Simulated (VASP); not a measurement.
Data:

```
CELL_PARAMETERS angstrom
      0.00000     3.14423     3.14423
      3.14423     0.00000     3.14423
      3.14423     3.14423     0.00000
ATOMIC_POSITIONS crystal
  Ba 0.00000 0.00000 0.00000
  F  0.25000 0.25000 0.25000
  F  0.75000 0.75000 0.75000
```

Level of theory: PBE GGA, VASP's PBE PAW potentials (set 64) (plane waves; VASP). Settings: PREC = Normal, EDIFF = 1E-5, 450 eV cut-off, 8×8×8 Γ-centred mesh, Gaussian smearing of 0.050 eV, potentials Ba_sv F.

At this cut-off the stress carries a Pulay error, which pulls relaxed volumes low.

Task: What does the run give for the energy per atom (σ→0), pressure?

Result: 
```
Quantity                       Result
---------------------  --------------
energy per atom (σ→0)  -5.713 eV/atom
pressure                    -1.55 GPa
```

The compound is BaF2 in the fluorite structure. It was relaxed first.
